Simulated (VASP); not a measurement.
Output of a VASP run:

**OSZICAR**
```
...
DAV:   5    -0.223221743966E+02   -0.44924E-06   -0.44924E-06   672   0.191E-02    0.918E+00
DAV:   6    -0.191347329707E+02    0.31874E+01   -0.59696E+00   720   0.155E+01    0.529E+00
DAV:   7    -0.191085708127E+02    0.26162E-01   -0.71186E-01   752   0.571E+00    0.192E+00
DAV:   8    -0.191040707651E+02    0.45000E-02   -0.37138E-01   584   0.552E+00    0.146E+00
DAV:   9    -0.193111018913E+02   -0.20703E+00   -0.56244E-02   600   0.265E+00    0.552E-01
DAV:  10    -0.193152570843E+02   -0.41552E-02   -0.65592E-03   688   0.900E-01    0.282E-01
DAV:  11    -0.193278524031E+02   -0.12595E-01   -0.55598E-03   576   0.893E-01    0.463E-02
DAV:  12    -0.193259639672E+02    0.18884E-02   -0.20364E-03   608   0.447E-01    0.857E-02
DAV:  13    -0.193264304275E+02   -0.46646E-03   -0.36288E-04   592   0.145E-01    0.517E-02
DAV:  14    -0.193265940176E+02   -0.16359E-03   -0.10181E-04   632   0.116E-01    0.797E-03
DAV:  15    -0.193266164547E+02   -0.22437E-04   -0.27920E-06   808   0.204E-02    0.601E-03
DAV:  16    -0.193266114013E+02    0.50534E-05   -0.22932E-07   320   0.505E-03    0.386E-03
DAV:  17    -0.193266045205E+02    0.68808E-05   -0.15641E-06   328   0.896E-03    0.354E-03
DAV:  18    -0.193266005836E+02    0.39369E-05   -0.10617E-07   288   0.352E-03    0.691E-04
DAV:  19    -0.193266015099E+02   -0.92637E-06   -0.89452E-09   304   0.979E-04
   1 F= -.19326602E+02 E0= -.19326602E+02  d E =-.193266E+02
       N       E                     dE             d eps       ncg     rms          rms(c)
DAV:   1    -0.193266419328E+02   -0.41349E-04   -0.12569E-02   592   0.982E-01    0.130E-01
DAV:   2    -0.193265544116E+02    0.87521E-04   -0.83225E-04   744   0.201E-01    0.692E-02
DAV:   3    -0.193265284262E+02    0.25985E-04   -0.88294E-05   560   0.101E-01    0.213E-02
DAV:   4    -0.193265609943E+02   -0.32568E-04   -0.89705E-05   584   0.728E-02    0.142E-02
DAV:   5    -0.193265548627E+02    0.61316E-05   -0.24803E-05   584   0.352E-02    0.794E-03
DAV:   6    -0.193265790538E+02   -0.24191E-04   -0.25106E-06   608   0.200E-02    0.192E-03
DAV:   7    -0.193265554810E+02    0.23573E-04   -0.21863E-06   560   0.205E-02    0.151E-03
DAV:   8    -0.193265637000E+02   -0.82190E-05   -0.16023E-07   304   0.541E-03    0.275E-04
DAV:   9    -0.193265621093E+02    0.15907E-05   -0.16132E-08   304   0.123E-03    0.990E-05
DAV:  10    -0.193265637640E+02   -0.16547E-05   -0.25256E-09   288   0.667E-04    0.979E-05
DAV:  11    -0.193265634568E+02    0.30722E-06   -0.50040E-10   280   0.296E-04
   2 F= -.19326563E+02 E0= -.19326563E+02  d E =0.380531E-04
       N       E                     dE             d eps       ncg     rms          rms(c)
DAV:   1    -0.193267866050E+02   -0.22284E-03   -0.34930E-03   592   0.516E-01    0.688E-02
DAV:   2    -0.193267542378E+02    0.32367E-04   -0.23441E-04   752   0.106E-01    0.366E-02
DAV:   3    -0.193267672639E+02   -0.13026E-04   -0.24800E-05   560   0.537E-02    0.114E-02
DAV:   4    -0.193267509571E+02    0.16307E-04   -0.25376E-05   608   0.386E-02    0.754E-03
DAV:   5    -0.193267683850E+02   -0.17428E-04   -0.69688E-06   576   0.187E-02    0.420E-03
DAV:   6    -0.193267538920E+02    0.14493E-04   -0.67737E-07   352   0.106E-02    0.737E-04
DAV:   7    -0.193267682145E+02   -0.14323E-04   -0.62639E-07   440   0.104E-02    0.883E-04
DAV:   8    -0.193267650912E+02    0.31234E-05   -0.30771E-08   288   0.208E-03    0.350E-04
DAV:   9    -0.193267653130E+02   -0.22182E-06   -0.81108E-09   280   0.996E-04
   3 F= -.19326765E+02 E0= -.19326765E+02  d E =-.163803E-03
```

### OUTCAR
```
------------------------ aborting loop because EDIFF is reached ----------------------------------------
  FORCE on cell =-STRESS in cart. coord.  units (eV):
  Direction    XX          YY          ZZ          XY          YZ          ZX
  --------------------------------------------------------------------------------------
  Total       -0.0005285     -0.0005285     -0.0005285     -0.0000000      0.0000000     -0.0000000
  in kB       -0.0410049     -0.0410049     -0.0410049     -0.0000000      0.0000000     -0.0000000
  external PRESSURE =      -0.0410049 kB  Pullay stress =       0.0000000 kB
  volume of cell :       20.65
      direct lattice vectors                 reciprocal lattice vectors
    -0.000000000  2.177582247  2.177582247    -0.229612452  0.229612452  0.229612452
     2.177582247  0.000000000  2.177582247     0.229612452 -0.229612452  0.229612452
     2.177582247  2.177582247  0.000000000     0.229612452  0.229612452 -0.229612452
  FREE ENERGIE OF THE ION-ELECTRON SYSTEM (eV)
  ---------------------------------------------------
  free  energy   TOTEN  =       -19.3267653130 eV

  energy  without entropy=      -19.3267653130  energy(sigma->0) =      -19.32676531

 reached required accuracy - stopping structural energy minimisation
```
(Selected blocks of OUTCAR.)

### POSCAR
```
SiC
1
    0.0000000000     2.1800000000     2.1800000000
    2.1800000000     0.0000000000     2.1800000000
    2.1800000000     2.1800000000     0.0000000000
Si C
1 1
Direct
  0.0000000000   0.0000000000   0.0000000000
  0.2500000000   0.2500000000   0.2500000000
```

Q: Write an INCAR and KPOINTS that could have produced this output.

A: This is not unique; one that fits is the input of the run itself, r2SCAN meta-GGA, plane waves, VASP's PBE PAW potentials (set 64).

**KPOINTS**
```
K-points
0
gamma
9 9 9
0 0 0
```

### INCAR
```
! general
SYSTEM =SiC
PREC   =Accurate
ENCUT  =520   ! plane-wave cut-off (eV)
LREAL  =F   ! projection in real space or not
LASPH  =T   ! aspherical one-centre terms

! electronic loop
EDIFF  =1E-6   ! SCF stop (eV)
NELM   =100
ALGO   =Normal   ! blocked Davidson
LMIXTAU=T

! smearing
ISMEAR =0
SIGMA  =0.05   ! width (eV)

! functional
METAGGA=R2SCAN

! ions
IBRION =2
NSW    =60   ! most ionic steps
ISIF   =3   ! ions, shape and volume
EDIFFG =-0.01   ! ionic stop

! output
LWAVE  =F
LCHARG =F
```

POTCAR, in this order: Si C (PBE.64 set). Program: vasp_std.

The compound is SiC in the zinc blende structure. This run relaxes it. Symmetry was kept, so distortions that lower it aren't found.
